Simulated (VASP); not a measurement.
Input:

```
SrO
1.0
    0.00000     2.53885     2.53885
    2.53885     0.00000     2.53885
    2.53885     2.53885     0.00000
Sr O
1 1
Direct
  0.00000   0.00000   0.00000
  0.50000   0.50000   0.50000
```

All values below come from LDA (Ceperley-Alder, Perdew-Zunger), VASP's LDA PAW potentials (set 64) (plane waves; VASP). Settings: 520 eV cut-off, 9×9×9 Γ-centred mesh, Gaussian smearing of 0.010 eV, potentials Sr_sv O.

Question: Give the electronic dielectric tensor ε∞ (DFPT, local fields included).

Answer: 
```
3.90  0.00  0.00
0.00  3.90  0.00
0.00  0.00  3.90
```

Question: Give the Born effective charges.

Answer: 
```tsv
atom	Z*xx	Z*yy	Z*zz	mean
Sr1	2.48	2.48	2.48	2.48
O2	-2.48	-2.48	-2.48	-2.48
```

The compound is SrO in the rock salt structure. It was relaxed first.
